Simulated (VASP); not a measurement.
# LaPb2 (I4/mmm) in VASP: single point with PBE

Aim: the single point of LaPb2 with PBE.

Everything below comes from runs of VASP 6.6.1. Logs are shortened: lines on timing, memory, paths and dates and some standing lists are left out, and cuts for length are marked.

## 1. The crystal as given

The structure is tetragonal, space group I4/mmm (No. 139). Conventional cell: a = 4.133 Å, b = 4.133 Å, c = 11.277 Å, α = 90.00°, β = 90.00°, γ = 90.00°. Pb (site symmetry 4mm) is surrounded by 4 Pb at 3.26 Å and 5 La at 3.54 to 3.60 Å. Around La (site symmetry 4/mmm) lie 10 Pb at 3.54 to 3.60 Å.

The cell comes from a database or a generator and needn't be the stable form of this composition.

## 2. Single point, PBE

run.py

```python
from ase.calculators.vasp import Vasp
from ase.dft.bandgap import bandgap
from ase.io import read

atoms = read('LaPb2.cif')
calc = Vasp(
    directory='calc',
    xc='pbe',
    pp='PBE',
    setups='gw',
    prec='Accurate',
    encut=550,
    ediff=1e-06,
    ismear=0,
    sigma=0.1,
    lreal=False,
    lasph=True,
    nelm=80,
    algo='Normal',
    isif=2,
    lwave=False,
    lcharg=False,
    kpts=[9, 9, 9],
    gamma=True,
)
atoms.calc = calc

print('energy (eV):', atoms.get_potential_energy())
print('free energy (eV):', atoms.get_potential_energy(force_consistent=True))
print('forces (eV/A):')
print(atoms.get_forces())
print('stress (eV/A^3, Voigt):', atoms.get_stress())
print('Fermi level (eV):', calc.get_fermi_level())
gap, top, bottom = bandgap(calc)
print('band gap (eV):', gap, 'from (spin, k, band)', top, 'to', bottom)
```

LaPb2.cif

```cif
data_LaPb2
_cell_length_a 6.35072163
_cell_length_b 6.35072163
_cell_length_c 6.35072163
_cell_angle_alpha 142.02384825
_cell_angle_beta 142.02384825
_cell_angle_gamma 54.79287799
_space_group_name_H-M_alt 'P1'
_space_group_name_Hall 'P 1'
_space_group_IT_number 1
loop_
_space_group_symop_operation_xyz
'x,y,z'
loop_
_atom_site_label
_atom_site_type_symbol
_atom_site_symmetry_multiplicity
_atom_site_Wyckoff_symbol
_atom_site_fract_x
_atom_site_fract_y
_atom_site_fract_z
_atom_site_occupancy
Pb1 Pb 1 a 0.6863945000 0.6863945000 0.0000000000 1
Pb2 Pb 1 a 0.3136055000 0.3136055000 0.0000000000 1
La1 La 1 a 0.0000000000 0.0000000000 0.0000000000 1
```

Potentials or basis: VASP PAW PBE potentials, release 64 (Pb_d_GW, La_GW).

Started as:

```
python run.py
```

Output:

```text
energy (eV): -12.74562438
free energy (eV): -12.75283389
forces (eV/A):
[[-0.06702686 -0.03473814  0.        ]
 [ 0.06702686  0.03473814  0.        ]
 [ 0.         -0.          0.        ]]
stress (eV/A^3, Voigt): [-0.00361673  0.00101792  0.00272     0.          0.         -0.00328415]
Fermi level (eV): 5.60604765
band gap (eV): 0.0 from (spin, k, band) (None, None, None) to (None, None, None)
```

OUTCAR:

```text
ENCUT = 550.000000
   EDIFF = 1.00e-06
   GGA = PE
   PREC = Accurate
   ISIF = 2
   ISMEAR = 0
   NELM = 80
   LASPH = .TRUE.
   LREAL = .FALSE.

 ion  position               nearest neighbor table
   1  0.686  0.686  0.000-
   2  0.314  0.314  0.000-
   3  0.000  0.000  0.000-

  LATTYP: Found a body centered tetragonal cell.
 ALAT       =     4.1326860019
 C/A-ratio  =     2.7287096091

  Lattice vectors:

 A1 = (   6.3507216300,   0.0000000000,   0.0000000000)
 A2 = (   3.6614062132,   5.1890046988,   0.0000000000)
 A3 = (  -5.0060639214,  -2.5945023493,   2.9222502967)

Analysis of symmetry for initial positions (statically):
=====================================================================
 Subroutine PRICEL returns:
 Original cell was already a primitive cell.

 Routine SETGRP: Setting up the symmetry group for a
 body centered tetragonal supercell.

 Subroutine GETGRP returns: Found 16 space group operations
 (whereof 16 operations were pure point group operations)
 out of a pool of 16 trial point group operations.

The static configuration has the point symmetry D_4h.

Analysis of symmetry for dynamics (positions and initial velocities):
=====================================================================
 Subroutine PRICEL returns:
 Original cell was already a primitive cell.

 Routine SETGRP: Setting up the symmetry group for a
 body centered tetragonal supercell.

 Subroutine GETGRP returns: Found 16 space group operations
 (whereof 16 operations were pure point group operations)
 out of a pool of 16 trial point group operations.

The dynamic configuration has the point symmetry D_4h.

 Subroutine INISYM returns: Found 16 space group operations
 (whereof 16 operations are pure point group operations),
 and found     1 'primitive' translations

----------------------------------------------------------------------------------------

                                     Primitive cell

  volume of cell :      96.2996

  direct lattice vectors                    reciprocal lattice vectors
     6.350721630  0.000000000  0.000000000     0.157462421 -0.111106834  0.171101018
     3.661406213  5.189004699  0.000000000     0.000000000  0.192715185  0.171101018
    -5.006063921 -2.594502349  2.922250297     0.000000000  0.000000000  0.342202036

  length of vectors
     6.350721630  6.350721630  6.350721630     0.257710498  0.257710498  0.342202036

  position of ions in fractional coordinates (direct lattice)
     0.686394500  0.686394500  0.000000000
     0.313605500  0.313605500  0.000000000
     0.000000000  0.000000000  0.000000000

  ion indices of the primitive-cell ions
   primitive index   ion index
                 1           1
                 2           2
                 3           3

----------------------------------------------------------------------------------------

 KPOINTS: KPOINTS created by Atomic Simulation Env

Automatic generation of k-mesh.
 Grid dimensions read from file:
 generate k-points for:    9    9    9

 Generating k-lattice:

  Cartesian coordinates                     Fractional coordinates (reciprocal lattice)
     0.017495825 -0.012345204  0.019011224     0.111111111  0.000000000  0.000000000
     0.000000000  0.021412798  0.019011224     0.000000000  0.111111111  0.000000000
     0.000000000  0.000000000  0.038022448     0.000000000  0.000000000  0.111111111

  Length of vectors
     0.028634500  0.028634500  0.038022448

  Shift w.r.t. Gamma in fractional coordinates (k-lattice)
     0.000000000  0.000000000  0.000000000

 Subroutine IBZKPT returns following result:
 ===========================================

 Found     75 irreducible k-points:

 Following reciprocal coordinates:
            Coordinates               Weight
  0.000000  0.000000  0.000000      1.000000
  0.111111  0.000000  0.000000      8.000000
  0.222222  0.000000  0.000000      8.000000
  0.333333  0.000000  0.000000      8.000000
  0.444444  0.000000  0.000000      8.000000
  0.111111  0.111111  0.000000      8.000000
[... 16 lines left out ...]
 -0.333333  0.333333  0.000000      4.000000
  0.444444  0.444444  0.000000      8.000000
 [... further k-points ...]
   k-points           NKPTS =     75   k-points in BZ     NKDIM =     75   number of bands    NBANDS=     25
   number of dos      NEDOS =    301   number of ions     NIONS =      3
   total plane-waves  NPLWV = 125000
   dimension x,y,z NGX =    50 NGY =   50 NGZ =   50
   dimension x,y,z NGXF=   100 NGYF=  100 NGZF=  100
   ions per type =               2   1
   NGX,Y,Z   is equivalent  to a cutoff of  13.09, 13.09, 13.09 a.u.
   NGXF,Y,Z  is equivalent  to a cutoff of  26.18, 26.18, 26.18 a.u.
 SYSTEM =  unknown system
   PREC   = accura    normal or accurate (medium, high low for compatibility)
   ISTART =      0    job   : 0-new  1-cont  2-samecut
   ICHARG =      2    charge: 1-file 2-atom 10-const
   ISPIN  =      1    spin polarized calculation?
   LNONCOLLINEAR =      F non collinear calculations
   LSORBIT =      F    spin-orbit coupling
   LASPH  =      T    aspherical Exc in radial PAW
   ENCUT  =  550.0 eV  40.42 Ry    6.36 a.u.  12.14 12.14 12.14*2*pi/ulx,y,z
   NELM   =     80;   NELMIN=  2; NELMDL= -5     # of ELM steps
   EDIFF  = 0.1E-05   stopping-criterion for ELM
   LREAL  =      F    real-space projection
   EDIFFG = 0.1E-04   stopping-criterion for IOM
   NSW    =      0    number of steps for IOM
   IBRION =     -1    ionic relax: 0-MD 1-quasi-New 2-CG
   NFREE  =      0    steps in history (QN), initial steepest desc. (CG)
   ISIF   =      2    stress and relaxation
   ISYM   =      2    0-nonsym 1-usesym 2-fastsym
   POTIM  = 0.5000    time-step for ionic-motion
   TEBEG  =    0.0;   TEEND  =   0.0 temperature during run
   PSTRESS=    0.0 pullay stress
   NELECT =      43.0000    total number of electrons
   NUPDOWN=      -1.0000    fix difference up-down
   EMIN   =  10.00;   EMAX   =-10.00  energy-range for DOS
   EFERMI =   0.00;   METHOD = LEGACY
   ISMEAR =     0;   SIGMA  =   0.10  broadening in eV -4-tet -1-fermi 0-gaus
   EFERMI_NEDOS =   21; number of points for ismear=-14 and -15
   IALGO  =     38    algorithm
   IMIX   =      4    mixing-type and parameters
     AMIX     =   0.40;   BMIX     =  1.00
     AMIX_MAG =   1.60;   BMIX_MAG =  1.00
  volume/ion in A,a.u.               =      32.10       216.62
  Fermi-wavevector in a.u.,A,eV,Ry     =   1.251285  2.364585 21.302824  1.565713
  Thomas-Fermi vector in A             =   2.385239
   LORBIT       =      0    0 simple, 1 ext, 2 COOP (PROOUT), +10 PAW based schemes
   GGA     = PE    functional components
   LHFCALC =     F    Hartree Fock is set to
   AEXX    =    0.0000 exact exchange contribution
   IVDW    =     0    specifies the selected vdW correction
   LEPSILON=     F    determine dielectric tensor
   LRPA    =     F    only Hartree local field effects (RPA)
 non-spin polarized calculation
 Gauss-broadening in eV      SIGMA  =   0.10
  energy-cutoff  :      550.00
  volume of cell :       96.30
 maximum number of plane-waves:      2846
 NGX is ok and might be reduce to    50
   NGX = 25   NGY = 25   NGZ = 25

 number of electron      43.0000002 magnetization

 Free energy of the ion-electron system (eV)
  ---------------------------------------------------
  ext. energy  EPLUGINS =         0.00000000
  ---------------------------------------------------
  free energy    TOTEN  =       -12.75283389 eV

  energy without entropy =      -12.73841486  energy(sigma->0) =      -12.74562438

 E-fermi :   5.6060     XC(G=0): -10.1521

 val. band max:        5.5967711401   @ k =   0.1111   0.1111   0.0000
 cond. band min:       5.6136863851   @ k =  -0.3333   0.4444   0.3333
 fundamental gap:      0.0169152450
 Fermi energy:         5.6060476514

 k-point     1 :       0.0000    0.0000    0.0000
  band No.  band energies     occupation
      1    -133.6644      2.00000
      2    -133.6643      2.00000
      3     -27.5552      2.00000
      4     -11.4112      2.00000
      5     -11.2265      2.00000
      6     -11.2265      2.00000
[... 17 lines left out ...]
     24       6.9508      0.00000
     25       7.0080      0.00000
[... 621 lines left out ...]
      3     -27.5162      2.00000
      4     -11.5011      2.00000
      5     -11.4643      2.00000
      6     -11.4169      2.00000
[... 17 lines left out ...]
     24       6.6053      0.00000
     25       7.1011      0.00000

 [... further k-points ...]
[... 5 lines left out ...]
  --------------------------------------------------------------------------------------
  -------------------------------------------------------------------------------------
  Total        0.3482892     -0.0980251     -0.2619348      0.3162620     -0.0000000     -0.0000000
  in kB        5.7946348     -1.6308854     -4.3579204      5.2617843     -0.0000000     -0.0000000
  external PRESSURE =      -0.0647237 kB  Pullay stress =       0.0000000 kB

 VOLUME and BASIS-vectors are now :
 -----------------------------------------------------------------------------
  energy-cutoff  :      550.00
  volume of cell :       96.30
      direct lattice vectors                 reciprocal lattice vectors
     6.350721630  0.000000000  0.000000000     0.157462421 -0.111106834  0.171101018
     3.661406213  5.189004699  0.000000000     0.000000000  0.192715185  0.171101018
    -5.006063921 -2.594502349  2.922250297     0.000000000  0.000000000  0.342202036

 POSITION                                       TOTAL-FORCE (eV/Angst)
 -----------------------------------------------------------------------------------
      6.87227      3.56170      0.00000        -0.067027     -0.034738      0.000000
      3.13986      1.62730      0.00000         0.067027      0.034738      0.000000
      0.00000      0.00000      0.00000         0.000000     -0.000000      0.000000
 -----------------------------------------------------------------------------------
    total drift:                                0.000000      0.000000     -0.000000

  FREE ENERGIE OF THE ION-ELECTRON SYSTEM (eV)
  ---------------------------------------------------
  free  energy   TOTEN  =       -12.7528338945 eV

  energy  without entropy=      -12.7384148648  energy(sigma->0) =      -12.74562438
```

INCAR:

```text
ENCUT = 550.000000
SIGMA = 0.100000
EDIFF = 1.00e-06
ALGO = Normal
GGA = PE
PREC = Accurate
ISIF = 2
ISMEAR = 0
NELM = 80
LASPH = .TRUE.
LCHARG = .FALSE.
LWAVE = .FALSE.
LREAL = .FALSE.
```

Run time: 4.7 min. Hardware: 1 thread of AMD EPYC 9R45 (Zen 5), shared host; peak memory 0.5 GiB.

What came out:

| Property | Result |
| --- | --- |
| Free energy | -12.7528 eV |
| Pressure | 0.0 GPa |
| Largest force | 0.075 eV/Å |
| Band gap on the k mesh | none (metal or under the smearing width) |

Forces on the atoms (eV/Å):
```
Pb  -0.067 -0.035  0.000
Pb   0.067  0.035  0.000
La   0.000  0.000  0.000
```

Levels at points of the mesh, in eV from the Fermi level:
```tsv
k point	band 18	band 19	band 20	band 21	band 22	band 23	band 24	band 25
(0.00, 0.00, 0.00)	-6.11	-2.60	-0.71	-0.71	-0.18	1.05	1.34	1.40
```

Spin-orbit coupling is left out, which matters for the levels of La, Pb.
